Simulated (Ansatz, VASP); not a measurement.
# MoS2: VASP beside Ansatz, part 2 of 2

Wanted: the spread between two codes on one cell, functional and k mesh. The structure shown is the start of the Ansatz relaxation below; VASP solves that cell, so the two are compared at the walk's first step.

VASP 6.6.1 and Ansatz 0.2.0.

So far. Step 4 (Comparison): The forces differ by 1.9 meV/Å r.m.s., which is 1.0 % of the r.m.s. force of 0.186 eV/Å (both taken over all components). Where the cell holds vacuum, a pressure given here is an average over it and none of the material.

## Step 6: VASP: single point, PBEsol with D3(BJ), start cell, pair 2

Level of this step: PBEsol with D3(BJ), no spin polarisation; plane waves and PAW (Mo_sv, S) (VASP).

The same cell, functional, mesh and smearing now go to VASP, with its own data sets.

File INCAR:

```
SYSTEM = MoS2
PREC = Accurate
ENCUT = 400
EDIFF = 1E-06
NELM = 120
ISMEAR = 0
SIGMA = 0.02
LREAL = .FALSE.
ALGO = Normal
GGA = PS
IVDW = 12
NBANDS = 32
LASPH = .TRUE.
LORBIT = 11
LWAVE = .FALSE.
LCHARG = .FALSE.
ISIF = 2
LDIPOL = .TRUE.
IDIPOL = 3
DIPOL = 0.5 0.5 0.298
LVHAR = .TRUE.
GGA_COMPAT = .FALSE.
EFERMI = MIDGAP
NELMDL = -8
KPAR = 2
```

File POSCAR:

```
MoS2
1.0
    3.1600000000      0.0000000000      0.0000000000
   -1.5800000000      2.7366400000      0.0000000000
    0.0000000000      0.0000000000     42.3799560000
Mo S
2 4
Direct
    0.3333331507      0.6666666668      0.2258140381
    0.6666664841      0.3333333334      0.3709303285
    0.6666664841      0.3333333334      0.1887687425
    0.6666664841      0.3333333334      0.2628599237
    0.3333331507      0.6666666668      0.3338844429
    0.3333331507      0.6666666668      0.4079756241
```

File KPOINTS:

```
Automatic mesh
0
Gamma
9 9 1
0 0 0
```

The projector-augmented-wave data sets are Mo_sv and S (PBE family, release 64).

The run is started by

```sh
$ mpirun -np 2 vasp_std
```

Numbers of over 12 decimals in the logs are rounded to 6 here.

Log:

```text
[banner, memory and clock lines left out]
running    2 mpi-ranks, on    1 nodes
[...]
[... a notice as in an earlier step ...]

 LDA part: xc-table for (Slater+PW92), standard interpolation
 POSCAR, INCAR and KPOINTS ok, starting setup
[...]
entering main loop
       N       E                     dE             d eps       ncg     rms          rms(c)
DAV:   1     0.383417786824E+03    0.38342E+03   -0.23694E+04  1008   0.105E+03
DAV:   2    -0.168710901200E+02   -0.40029E+03   -0.39340E+03  1080   0.278E+02
DAV:   3    -0.490024559976E+02   -0.32131E+02   -0.31891E+02   952   0.755E+01
DAV:   4    -0.498103047573E+02   -0.80785E+00   -0.80352E+00  1008   0.125E+01
[...]
DAV:  26    -0.468523279508E+02   -0.21024E-05   -0.39897E-08   456   0.595E-04    0.594E-04
DAV:  27    -0.468523303095E+02   -0.23588E-05   -0.87897E-08   552   0.655E-04    0.175E-04
DAV:  28    -0.468523308771E+02   -0.56757E-06   -0.12058E-08   480   0.337E-04
   1 F= -.48671247E+02 E0= -.48671247E+02  d E =0.000000E+00
```

Parts of OUTCAR (step 6):

```text
 Edisp (eV)   -1.81892

  Total      -3.84891    -3.84891    -3.41545    -0.00000    -0.00000     0.00000
  in kB     -16.82607   -16.82607   -14.93117    -0.00000    -0.00000     0.00000
  external pressure =      -16.19 kB  Pullay stress =        0.00 kB

 POSITION                                       TOTAL-FORCE (eV/Angst)
 -----------------------------------------------------------------------------------
     -0.00000      1.82443      9.56999        -0.000000      0.000000      0.046986
      1.58000      0.91221     15.72001        -0.000000     -0.000000     -0.046986
      1.58000      0.91221      8.00001        -0.000000      0.000000      0.413339
      1.58000      0.91221     11.13999        -0.000000      0.000000     -0.312528
     -0.00000      1.82443     14.15001         0.000000      0.000000      0.312528
     -0.00000      1.82443     17.28999         0.000000      0.000000     -0.413339
 -----------------------------------------------------------------------------------
    total drift:                                0.003200     -0.000009     -0.000049

  FREE ENERGIE OF THE ION-ELECTRON SYSTEM (eV)
  ---------------------------------------------------
  free  energy   TOTEN  =       -48.6712472501 eV

  energy  without entropy=      -48.6712472501  energy(sigma->0) =      -48.67124725

[... 3 further parts left out ...]
[key lines of the parts left out:]
E-fermi :  -1.1252
```

The run ends at a pressure of -1.62 GPa, with forces up to 0.41 eV/Å.

## Step 7: Comparison

Forces (eV/Å; atoms numbered as in POSCAR):

```tsv
atom	Ansatz x, y, z	VASP x, y, z
Mo1	0.000, 0.000, 0.048	0.000, 0.000, 0.047
Mo2	0.000, 0.000, -0.048	0.000, 0.000, -0.047
S3	0.000, 0.000, 0.417	0.000, 0.000, 0.413
S4	0.000, 0.000, -0.314	0.000, 0.000, -0.313
S5	0.000, 0.000, 0.314	0.000, 0.000, 0.313
S6	0.000, 0.000, -0.417	0.000, 0.000, -0.413
```

The forces differ by 1.5 meV/Å r.m.s., which is 0.9 % of the r.m.s. force of 0.173 eV/Å (both taken over all components). Where the cell holds vacuum, a pressure given here is an average over it and none of the material.

## Step 8: Ansatz: relaxation, PBEsol with D3(BJ)

The two programs are compared at the cell with which this relaxation starts, whose forces are those of its first step. This pair takes another cell of the material, with 9 atoms against 6 for the pair before.

The structure compared here is the start of the Ansatz relaxation; VASP solves that cell, so the two are compared at the walk's first step.

File input.yaml:

```yaml
crystal:
  lattice:
    - [3.16, 0.0, 0.0]
    - [-1.58, 2.73664, 0.0]
    - [0.0, 0.0, 31.44]
  atoms:
    - { symbol: Mo, position: [0.333333, 0.666667, 0.304389] }
    - { symbol: S, position: [0.666667, 0.333333, 0.254453] }
    - { symbol: S, position: [0.666667, 0.333333, 0.354326] }
    - { symbol: Mo, position: [0.666667, 0.333333, 0.5] }
    - { symbol: S, position: [0.333333, 0.666667, 0.450064] }
    - { symbol: S, position: [0.333333, 0.666667, 0.549936] }
    - { symbol: Mo, position: [0.333333, 0.666667, 0.695611] }
    - { symbol: S, position: [0.666667, 0.333333, 0.645674] }
    - { symbol: S, position: [0.666667, 0.333333, 0.745547] }
  periodic: [true, true, false]
kpoints:
  mp_grid: { grid: [9, 9, 1] }
hamiltonian:
  xc: pbesol
  dispersion: d3bj
  pseudopotentials: { kind: paw, azcp: { folder: soft_1 }, xc_functional: pbe }
scf:
  occupations: { method: gaussian, width: 0.02 }
output:
  forces: true
  stress: true
  eigenvalues: true
relax:
  adjacent_minimum: "off"
  f_tol: 0.004
  max_steps: 80
  cell: { stress_2d_tol: 0.01 }
```

The run is started by

```sh
$ ansatz run input.yaml --threads 8 --pin off --max-ram 20480MiB --backend cpu --events-out ev --progress --plain --runs-dir out
```

Log:

```text
[...]
SCF iter   7: F=—  HF=-20013.618644 eV  |F-HF|=—  |Δ(HF+E_count)|=   7.49e-8  Δρ=2.99e-6  dr2=2.59e-7  ethr=1.98e-9  ⟨swp⟩=3.3  Hψ=996  notcnv=0
[...]
SCF iter   9: F=-20013.618644 eV  HF=-20013.618644 eV  |F-HF|=3.11e-9  |Δ(HF+E_count)|=   1.88e-9  Δρ=5.92e-7  dr2=4.41e-9  ethr=8.88e-12  ⟨swp⟩=11.0  Hψ=3814  notcnv=0
[...]
- { symbol: S, position: [0.666667, 0.333333, 0.151639] }
    - { symbol: S, position: [0.666667, 0.333333, 0.208859] }
    - { symbol: Mo, position: [0.666667, 0.333333, 0.287491] }
    - { symbol: S, position: [0.333333, 0.666667, 0.258913] }
    - { symbol: S, position: [0.333333, 0.666667, 0.316069] }
    - { symbol: Mo, position: [0.333333, 0.666667, 0.394729] }
    - { symbol: S, position: [0.666667, 0.333333, 0.366123] }
    - { symbol: S, position: [0.666667, 0.333333, 0.423343] }
[key lines of the parts left out:]
SCF converged after 11 iterations
Free energy (F): -20013.617724 eV
Fermi energy:    -4.735038 eV
P = ½ c Tr σ = -0.0091 N/m
```

## Step 9: VASP: single point, PBEsol with D3(BJ), start cell, pair 3

The same cell, functional, mesh and smearing now go to VASP, with its own data sets.

INCAR, as its differences from that of step 6:

```diff
@@ -11,3 +11,3 @@
 IVDW = 12
-NBANDS = 32
+NBANDS = 48
 LASPH = .TRUE.
@@ -19,3 +19,3 @@
 IDIPOL = 3
-DIPOL = 0.5 0.5 0.298
+DIPOL = 0.5 0.5 0.287
 LVHAR = .TRUE.
```

File POSCAR:

```
MoS2
1.0
    3.1600000000      0.0000000000      0.0000000000
   -1.5800000000      2.7366400000      0.0000000000
    0.0000000000      0.0000000000     54.6799910000
Mo S
3 6
Direct
    0.3333333942      0.6666667885      0.1750181341
    0.6666667275      0.3333334552      0.2874909032
    0.3333333942      0.6666667885      0.3999636723
    0.6666667275      0.3333334552      0.1463058397
    0.6666667275      0.3333334552      0.2037309955
    0.3333333942      0.6666667885      0.2587786088
    0.3333333942      0.6666667885      0.3162031976
    0.6666667275      0.3333334552      0.3712508109
    0.6666667275      0.3333334552      0.4286759667
```

KPOINTS is that of step 6.

The run is started by

```sh
$ mpirun -np 2 vasp_std
```

Log:

```text
[banner, memory and clock lines left out]
running    2 mpi-ranks, on    1 nodes
[...]
[... a notice as in an earlier step ...]

 LDA part: xc-table for (Slater+PW92), standard interpolation
|                                                                             |
|           W    W    AA    RRRRR   N    N  II  N    N   GGGG   !!!           |
|           W    W   A  A   R    R  NN   N  II  NN   N  G    G  !!!           |
|           W    W  A    A  R    R  N N  N  II  N N  N  G       !!!           |
|           W WW W  AAAAAA  RRRRR   N  N N  II  N  N N  G  GGG   !            |
|           WW  WW  A    A  R   R   N   NN  II  N   NN  G    G                |
|           W    W  A    A  R    R  N    N  II  N    N   GGGG   !!!           |
|                                                                             |
|     One of the lattice vectors is very long (>50 A), but AMIN is rather     |
|     large. This can spoil convergence since charge sloshing might occur     |
|     along the long lattice vector. If problems with convergence are         |
|     observed, try to decrease AMIN to a smaller value (e.g. 0.01).          |
|     Note: This warning only applies if the self-consistency cycle is        |
|     used.                                                                   |
|                                                                             |

 POSCAR, INCAR and KPOINTS ok, starting setup
[...]
entering main loop
       N       E                     dE             d eps       ncg     rms          rms(c)
DAV:   1     0.560806742552E+03    0.56081E+03   -0.36370E+04  1536   0.108E+03
DAV:   2    -0.253397278506E+02   -0.58615E+03   -0.57308E+03  1512   0.284E+02
DAV:   3    -0.730471202324E+02   -0.47707E+02   -0.46946E+02  1368   0.746E+01
DAV:   4    -0.747012815771E+02   -0.16542E+01   -0.16414E+01  1512   0.137E+01
[...]
DAV:  27    -0.702919685525E+02   -0.47568E-05   -0.12472E-07   824   0.102E-03    0.272E-04
DAV:  28    -0.702919702938E+02   -0.17413E-05   -0.28675E-08   768   0.476E-04    0.266E-04
DAV:  29    -0.702919706827E+02   -0.38893E-06    0.30494E-09   728   0.239E-04
   1 F= -.73214163E+02 E0= -.73214163E+02  d E =0.000000E+00
```

Parts of OUTCAR (step 9):

```text
 Edisp (eV)   -2.92219

  Total      -5.93420    -5.93420    -5.52970     0.00000     0.00000     0.00000
  in kB     -20.10663   -20.10663   -18.73608     0.00000     0.00000     0.00000
  external pressure =      -19.65 kB  Pullay stress =        0.00 kB

 POSITION                                       TOTAL-FORCE (eV/Angst)
 -----------------------------------------------------------------------------------
     -0.00000      1.82443      9.56999        -0.000000     -0.000000      0.049005
      1.58000      0.91221     15.72000         0.000000      0.000000     -0.000000
     -0.00000      1.82443     21.87001        -0.000000     -0.000000     -0.049005
      1.58000      0.91221      8.00000        -0.000000      0.000000      0.413972
      1.58000      0.91221     11.14001         0.000000      0.000000     -0.310814
     -0.00000      1.82443     14.15001         0.000000      0.000000      0.332948
     -0.00000      1.82443     17.28999         0.000000      0.000000     -0.332948
      1.58000      0.91221     20.29999         0.000000      0.000000      0.310814
      1.58000      0.91221     23.44000        -0.000000      0.000000     -0.413972
 -----------------------------------------------------------------------------------
    total drift:                                0.000002     -0.002631     -0.000062

  FREE ENERGIE OF THE ION-ELECTRON SYSTEM (eV)
  ---------------------------------------------------
  free  energy   TOTEN  =       -73.2141631669 eV

  energy  without entropy=      -73.2141631669  energy(sigma->0) =      -73.21416317

[... 3 further parts left out ...]
[key lines of the parts left out:]
E-fermi :  -0.5043
```

The run ends at a pressure of -1.96 GPa, with forces up to 0.41 eV/Å.

## Step 10: Comparison

Forces (eV/Å; atoms numbered as in POSCAR):

```tsv
atom	Ansatz x, y, z	VASP x, y, z
Mo1	0.000, 0.000, 0.050	0.000, 0.000, 0.049
Mo2	0.000, 0.000, 0.000	0.000, 0.000, 0.000
Mo3	0.000, 0.000, -0.050	0.000, 0.000, -0.049
S4	0.000, 0.000, 0.418	0.000, 0.000, 0.414
S5	0.000, 0.000, -0.313	0.000, 0.000, -0.311
S6	0.000, 0.000, 0.335	0.000, 0.000, 0.333
S7	0.000, 0.000, -0.335	0.000, 0.000, -0.333
S8	0.000, 0.000, 0.313	0.000, 0.000, 0.311
S9	0.000, 0.000, -0.418	0.000, 0.000, -0.414
```

The forces differ by 1.4 meV/Å r.m.s., which is 0.8 % of the r.m.s. force of 0.168 eV/Å (both taken over all components). Where the cell holds vacuum, a pressure given here is an average over it and none of the material.

## Step 11: Results

```
r.m.s. force difference (single point, PBEsol with D3(BJ), start cell, pair 1) : 1.9 meV/Å
r.m.s. force difference (single point, PBEsol with D3(BJ), start cell, pair 2) : 1.5 meV/Å
r.m.s. force difference (single point, PBEsol with D3(BJ), start cell, pair 3) : 1.4 meV/Å
```

The r.m.s. force difference is 1.9 meV/Å (single point, PBEsol with D3(BJ), start cell, pair 1), within the 12 meV/Å picked in this series as the mark of a large difference. 7 further pairs of this series are not shown here. Such differences can come from data sets, numerical settings and the points named under the comparisons, not from the functional's error against experiment.

[Lines on the potential files, build, host, timing and source positions are cut from VASP's logs without a mark.]

[Logs are printed without paths, hosts, clocks, repeated set-up lines and the standing remarks that a program may print on its own settings, such as how far it seeks lower states.]

[Hosts, paths, dates, database ids (printed as entryN), source tags and the programs' standing remarks are cut or masked in the printed files.]
